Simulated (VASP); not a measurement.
## Al2SiF2: elastic constants with PBE

The system is Al2SiF2.

```
Al Si F
1.0
    -1.75493    1.75493    7.28075
     1.75493   -1.75493    7.28075
     1.75493    1.75493   -7.28075
Al Si F
2 1 2
Direct
  0.38596 0.88596 0.50000
  0.11404 0.61404 0.50000
  0.00000 0.00000 0.00000
  0.33230 0.33230 0.00000
  0.66770 0.66770 0.00000
```

The cell was built by a generator and needn't be a form met in nature.

* Program: VASP 6.6.1
* Task: elastic constants
* Functional: PBE
* Potentials or basis: VASP PAW PBE potentials, release 64 (Al, Si, F)
* Cutoff: 520 eV
* k mesh: 12 × 12 × 12
* Occupations: gaussian, width 0.1 eV
* Spin: no spin polarisation
* Ions in elastic constants: relaxed
* Further INCAR settings: ALGO = Normal; EDIFF = 1e-08; IBRION = 6; POTIM = 0.015; NSW = 1; ISIF = 3

The relaxed volume is 18.05 Å³/atom. The relaxed cell is a = 7.757 Å, b = 7.757 Å, c = 7.757 Å, α = 153.89°, β = 153.89°, γ = 37.25°, the space group after relaxing (to 0.05 Å) is I-4m2 (No. 119) and the voigt bulk modulus is 19 GPa. The highest phonon frequency at Γ, LO-TO splitting left out is 400 cm⁻¹.

Step by step:
```
step  energy change (eV)  largest force (eV/Å)  pressure (GPa)  volume (Å³)
   1              0.0000                0.0049            0.07        89.69
   2              0.0000                0.0041            0.00        89.80
   3              0.0000                0.0046           -0.02        89.82
   4              0.0000                0.0039           -0.02        89.82
   5             -0.0001                0.0054           -0.01        89.82
   6             -0.0001                0.0096            0.00        89.82
   7             -0.0001                0.0106            0.00        89.83
   8             -0.0001                0.0039            0.02        89.82
   9             -0.0001                0.0066            0.04        89.82
  10             -0.0001                0.0052            0.03        89.82
  11             -0.0002                0.0088            0.00        89.90
  12             -0.0002                0.0112           -0.02        89.96
  13             -0.0002                0.0100           -0.02        89.99
  14             -0.0002                0.0062           -0.01        90.07
  15             -0.0003                0.0017            0.00        90.25
```

Final structure:
```xyz
5
Lattice="-1.7520 1.7520 7.3506 1.7520 -1.7520 7.3506 1.7520 1.7520 -7.3506" Properties=species:S:1:pos:R:3 pbc="T T T"
Al    1.7520    0.0000    5.6860
Al    1.7520    0.0000    1.6646
Si    1.7520   -1.7520    7.3506
F     1.7520    1.7520   -2.4512
F     0.0000    0.0000    9.8018
```

Phonon frequencies in cm⁻¹ (negative: imaginary):
```tsv
q point	frequencies
(0.000, 0.000, 0.000)	-1 0 0 87 87 163 163 165 281 293 293 311 376 376 400
```

Elastic tensor in Voigt notation (GPa, in the Cartesian axes of the cell as first typed):
```
-26  81  12   0   0   0
 81 -26  12   0   0   0
 12  12  12   0   0   0
  0   0   0   2   0   0
  0   0   0   0   2   0
  0   0   0   0   0  18
```

Clamped-ion elastic tensor (GPa):
```
91 33 58  0  0  0
33 91 58  0  0  0
58 58 75  0  0  0
 0  0  0 51  0  0
 0  0  0  0 51  0
 0  0  0  0  0 18
```

It took 2 h on 4 MPI ranks on Intel(R) Xeon(R) Platinum 8488C (Sapphire Rapids), on a shared host, peak memory 1.3 GiB a rank.

Caveat: the elastic tensor has a negative eigenvalue, so either the cell is unstable as it stands or the mesh is too thin.
